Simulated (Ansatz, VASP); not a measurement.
## Hf2TeWCSO2 (2H-WSTe under Hf2CO2 MXene, AB): VASP beside Ansatz

Aim: how closely do two programs agree when they are given the same cell, functional and k mesh? The structure shown is the start of the Ansatz relaxation below; VASP solves that cell, so the two are compared at the walk's first step.

Program: Ansatz 0.2.0. Level of theory: plane waves, with VASP 6.6.1 beside it; single point at PBE with D3(BJ). Results are calculated unless marked as measured.

## Step 1: Starting point

The cell holds 8 atoms: 1 Te, 1 W, 1 S, 2 O, 2 Hf and 1 C. Its edges and angles: a = 3.327 Å, b = 3.327 Å, c = 54.217 Å, α = 90.0°, β = 90.0°, γ = 120.0°. Vacuum lies along c.

## Step 2: Ansatz: relaxation, PBE with D3(BJ)

Ansatz runs on its default PAW (the set named soft_2) files.

The two programs are compared at the cell with which this relaxation starts, whose forces are those of its first step.

input.yaml

```yaml
crystal:
  lattice:
    - [3.327, 0.0, 0.0]
    - [-1.6635, 2.8812665184, 0.0]
    - [0.0, 0.0, 54.2165969895]
  atoms:
    - { symbol: Te, position: [0.3333333333, 0.6666666667, 0.3928686266] }
    - { symbol: W, position: [0.0, 0.0, 0.4315307495] }
    - { symbol: S, position: [0.3333333333, 0.6666666667, 0.461365183] }
    - { symbol: O, position: [0.6666666667, 0.3333333333, 0.5157765656] }
    - { symbol: Hf, position: [0.0, 0.0, 0.5375175395] }
    - { symbol: C, position: [0.3333333333, 0.6666666667, 0.5614539695] }
    - { symbol: Hf, position: [0.6666666667, 0.3333333333, 0.5853903994] }
    - { symbol: O, position: [0.0, 0.0, 0.6071313734] }
  periodic: [true, true, false]
kpoints:
  mp_grid: { grid: [12, 12, 1] }
hamiltonian:
  xc: pbe
  dispersion: d3bj
scf:
  occupations: { method: fermi_dirac, width: 0.05 }
  convergence: { dr2_threshold: 1.0e-09 }
relax:
  f_tol: 0.004
  max_steps: 90
  cell: {}
output:
  write_potential: true
  write_density: true
  volumetric_format: npy
```

Run with:

```
> ansatz run input.yaml --threads 2 --pin off --max-ram 3072MiB --backend cpu --events-out ev --progress --plain --runs-dir out
```

Numbers of over 12 decimals in the logs are rounded to 6 here.

The program printed:

```text
Warning: relax.cell: scf.convergence.dr2_threshold = 1e-9 eV is looser than the 1.71204562893e-10 eV advised for a relaxation that steers and ends on the stress (1e-10 eV for each atom of the cell: 8, times the square of relax.cell.stress_2d_tol = 0.05 N/m over 21.6 Å (the atoms' height at the walk's start and 5 Å past either face), 2.313e-2 GPa, over a crystal's default 0.05). What an SCF threshold leaves in a stress goes as its square root, and in the free energy as the threshold itself, and one threshold admits the most on a small cell: [figures from the program's tests cut] Set scf.convergence.dr2_threshold to 1.71204562893e-10 eV or tighter. [rest of the remark cut]
Engine: ansatz 0.2.0, x86_64-unknown-linux-gnu
Pseudopotentials: kind: paw
Pseudopotential: Te, paw, valence charge 16, recommended cutoff 420 eV (normal), Te.paw.azcp
Pseudopotential: W, paw, valence charge 14, recommended cutoff 420 eV (normal), W.paw.azcp
Pseudopotential: S, paw, valence charge 6, recommended cutoff 420 eV (normal), S.paw.azcp
Pseudopotential: O, paw, valence charge 6, recommended cutoff 420 eV (normal), O.paw.azcp
Pseudopotential: Hf, paw, valence charge 26, recommended cutoff 420 eV (normal), Hf.paw.azcp
Pseudopotential: C, paw, valence charge 4, recommended cutoff 420 eV (normal), C.paw.azcp
Functional definition: PBE
  parameter kappa = 0.804
  parameter beta = 0.066725
  exchange = pbe_x(kappa = kappa, mu = beta*pi^2/3)
  correlation = pbe_c(beta = beta)
Crystal: 8 atoms, lattice volume = 519.719 Å³
Basis set: ecut = 420 eV, 10297 PW (Γ), exchange–correlation on 48×48×750 points (8 copies of the dense FFT grid, shifted against one another)
Bands: 63, of which v1, the nominal top of the filled ones, is band 52 counted from 1 (51 counted from 0)
Symmetry: 6 space group operations
Space group: P3m1 (ITA 156), of the structure as read, at distance tolerance 8.0e-5 Å
k-points: 19 of 144 (time reversal used)
Non-local potential: Te, projectors of the file, l = 0: 2, l = 1: 2, l = 2: 2, l = 3: 2
Non-local potential: W, projectors of the file, l = 0: 3, l = 1: 2, l = 2: 2, l = 3: 1
Non-local potential: S, projectors of the file, l = 0: 2, l = 1: 2, l = 2: 2
Non-local potential: O, projectors of the file, l = 0: 2, l = 1: 2, l = 2: 1
Non-local potential: Hf, projectors of the file, l = 0: 3, l = 1: 2, l = 2: 2, l = 3: 3
Non-local potential: C, projectors of the file, l = 0: 2, l = 1: 2, l = 2: 1
PAW form: soft (Blöchl's): semilocal exchange-correlation on the pseudo side does not see the compensation charge
PAW one-centre angular grid: Te, 590 points (default); XC on 64 Gauss nodes
PAW one-centre angular grid: W, 590 points (default); XC on 64 Gauss nodes
PAW one-centre angular grid: S, 110 points (default); XC on 64 Gauss nodes
PAW one-centre angular grid: O, 110 points (default); XC on 64 Gauss nodes
PAW one-centre angular grid: Hf, 590 points (default); XC on 64 Gauss nodes
PAW one-centre angular grid: C, 110 points (default); XC on 64 Gauss nodes
Initial density: superposition of atomic densities (neutral atoms: chi_scale 0, normalization atom), corrected by the library's trained network
Initial wavefunctions: pseudopotential atomic-orbital guess
Functional: x = pbe(κ = 0.804, μ = 0.219515), c = pbe(β = 0.066725)
SCF iter   1: F=—  HF=-51103.755769 eV  |F-HF|=—  |Δ(HF+E_count)|=         —  Δρ=3.51e-3  dr2=7.50e-1  ethr=1.77e-3  ⟨swp⟩=13.6  Hψ=7557  notcnv=0  defer=12
preconditioner: auto → Resta (q_TF=auto, 2.087 Å⁻¹)  ε∞=2.5  [insulator: Δε(μ)=0.827 eV  Ē_g=11.269 eV  σ=0.050 eV  W_gap=1.00  n_scr=36 (ndim 8)  ℏωp=13.6 eV  f_vac=0.725  D(μ)=0.00/eV (n_scr^D=0)  ε∞_Penn≈2.5  vacuum switching on, ρ_ref=9.2e-3 e/Å³]
SCF iter   2: F=—  HF=-51104.260595 eV  |F-HF|=—  |Δ(HF+E_count)|=   5.05e-1  Δρ=9.82e-3  dr2=4.44e1  ethr=7.21e-4  ⟨swp⟩=4.6  Hψ=2222  notcnv=0  defer=63  recentre
preconditioner: auto → LDOS  [metal: Δε(μ)=0.044 eV  Ē_g=11.697 eV  σ=0.050 eV  W_gap=0.21  n_scr=36 (ndim 8)  ℏωp=13.6 eV  f_vac=0.725  D(μ)=5.48/eV (n_scr^D=22)  β→1.0]
SCF iter   3: F=—  HF=-51103.744496 eV  |F-HF|=—  |Δ(HF+E_count)|=   5.16e-1  Δρ=2.82e-3  dr2=5.89e-1  ethr=7.21e-4  ⟨swp⟩=4.4  Hψ=1994  notcnv=0  defer=57
SCF iter   4: F=—  HF=-51103.719073 eV  |F-HF|=—  |Δ(HF+E_count)|=   2.54e-2  Δρ=1.93e-3  dr2=2.98e-1  ethr=5.67e-4  ⟨swp⟩=2.6  Hψ=1630  notcnv=0  defer=59
[...]
SCF iter   5: F=—  HF=-51105.087456 eV  |F-HF|=—  |Δ(HF+E_count)|=  2.69e-10  Δρ=2.69e-7  dr2=1.02e-9  ethr=1.00e-12  ⟨swp⟩=21.2  Hψ=12854  notcnv=0
SCF iter   6: F=-51105.087456 eV  HF=-51105.087456 eV  |F-HF|=4.37e-11  |Δ(HF+E_count)|=  1.82e-10  Δρ=7.89e-8  dr2=4.96e-11  ethr=1.00e-12  ⟨swp⟩=11.1  Hψ=8572  notcnv=0
SCF 11 converged in 6 iterations: F = -51105.087456 eV  dr2 = 4.96e-11
relax step  11: F+E_penalty+E_count = -51105.08745553 eV  Δ(F+E_penalty+E_count) = +7.386e-5 eV  max|allowed force component| = 8.771e-4 eV/Å  Δτ_max = 0.0000 Å  P = +0.002 N/m  Ω = 505.576 Å³  fix = [c, alpha, beta]  reactions: c +0.000 N/m  stress off target by 1.81e-3 N/m on what of the cell is left free  SCF on the basis re-selected at this cell (its energy is not comparable with the rows above)  (6 SCF iters)
basis re-selected at this cell: Δ(F+E_penalty+E_count) = +7.386e-5 eV, ΔP = -0.001 N/m vs the last step (what re-selecting the basis moved, of the pressure what is left beyond the Pulay correction that the steps carried, after the strain that the cell walked since its last selection, with what the two solves' SCF thresholds leave and, on support functions, any second-order correction that the steps lacked; it is no m [...]
WARN: The output density's exchange-correlation potential varies sharply where the density is thin. Do not read a vacuum level from v_tot or v_xc, or from such a field of the output density. On a cell that repeats whose density bears no net charge and no dipole along the vacuum's axis use v_es (v_loc + v_h of the components); under efield.dipole_correction with no amplitude use v_es + v_field, which holds any externa [...]
SCF converged after 6 iterations
Free energy (F): -51105.087456 eV
Harris-Foulkes:  -51105.087456 eV  (|F-HF|=4.37e-11)
Internal energy: -51105.087453 eV  (E = F + TS)
E sigma→0 (E₀):  -51105.087454 eV
Entropy (-TS):   -0.000003 eV (-0.000 meV/atom)
Fermi energy:    -4.198933 eV
--- Per-component energies (eV) ---
  E_band       = -2431.085969
  E_kinetic    = 2022.872638
  E_local      = -993117.225884  (includes V_loc(G=0)·N_el)
  E_nonlocal   = -2644.666739
  E_hartree    = 495130.799055
  E_xc         = -1285.706209
  E_vxc        = -1212.950532  (∫ρ·V_xc dr)
  E_paw        = -28095.512892  (= ΣΔE_a)
  E_vpaw       = 2259.280694  (= ΣTr[D̂ρ^β])
  E_aug_tail   = 0.004642  (compensation charges beyond the density's cutoff)
  E_ewald      = 476886.682557
  E_disp       = -2.334620  (pairwise vdW)
  E_smearing   = -0.000003  (= −TS)
  E_closure    = 0.000000  (closes the sum)
  Σ components = -51105.087456   (vs F -51105.087456, Δ=0.00e0)
--- Forces (eV/Å), atoms counted from 1 ---
  atom   1  Te    -0.00000000    -0.00000000    -0.00006503
  atom   2  W      0.00000000    -0.00000000    -0.00087704
  atom   3  S      0.00000000     0.00000000     0.00082906
  atom   4  O      0.00000000    -0.00000000    -0.00052391
  atom   5  Hf     0.00000000     0.00000000     0.00005457
  atom   6  C     -0.00000000    -0.00000000     0.00041088
  atom   7  Hf    -0.00000000     0.00000000     0.00046668
  atom   8  O      0.00000000    -0.00000000    -0.00029447
  max |Σ_I F_I| component: 7.37e-7 eV/Å
--- 2D stress c σ (N/m, compression-positive) ---
        0.001813       0.000000       0.000000
        0.000000       0.001813      -0.000000
        0.000000      -0.000000       0.000000
  P = ½ c Tr σ = 0.0018 N/m
--- Band table (eV; the first three rows and the last of 19) ---
  k-point 0: bands = [... 48 lower, -5.6705, -4.8544, -4.6683, -4.6683, -2.4376, -2.4376, -2.0927, -2.0927, ... 7 higher]
  k-point 1: bands = [... 48 lower, -5.7715, -5.2702, -4.9242, -4.8977, -2.4848, -2.2066, -2.1176, -2.0224, ... 7 higher]
  k-point 2: bands = [... 48 lower, -5.9198, -5.6791, -5.3776, -5.2016, -2.8685, -2.8053, -2.1087, -2.1005, ... 7 higher]
  k-point 18: bands = [... 48 lower, -7.0961, -7.0601, -7.0482, -5.2207, -3.3588, -2.5023, -2.0978, -1.4757, ... 7 higher]
  the weakly bound empty levels are not read free of the cell's end (no_gap_told)
--- Relaxed structure (9 steps of the walk, 9 accepted, 2 SCFs on fresh bases) ---
  F+E_penalty+E_count = -51105.08745553 eV   max|allowed force component| = 8.771e-4 eV/Å   (the final SCF, on the basis selected at the relaxed cell)
  cell:  # Å, volume = 505.5765 Å³
    - [3.281421, 0.0, 0]
    - [-1.640711, 2.841794, 0]
    - [0, 0, 54.2165969895]
  atoms:
    - { symbol: Te, position: [0.333333, 0.666667, 0.401488] }
    - { symbol: W, position: [-6.547845819506938e-18, -3.238150488543884e-17, 0.437254] }
    - { symbol: S, position: [0.333333, 0.666667, 0.464922] }
    - { symbol: O, position: [0.666667, 0.333333, 0.515553] }
    - { symbol: Hf, position: [-2.8916811608528017e-17, -3.238150488543957e-17, 0.532533] }
    - { symbol: C, position: [0.333333, 0.666667, 0.557846] }
    - { symbol: Hf, position: [0.666667, 0.333333, 0.583158] }
    - { symbol: O, position: [-3.2815915645973924e-17, -3.238150488543928e-17, 0.600280] }
```

(Part 1 of 2 ends here.)

[Lines on the potential files, build, host, timing and source positions are cut from VASP's logs without a mark.]

[Logs are printed without paths, hosts, clocks, repeated set-up lines and the standing remarks that a program may print on its own settings, such as how far it seeks lower states.]

[Hosts, paths, dates, database ids (printed as entryN), source tags and the programs' standing remarks are cut or masked in the printed files.]
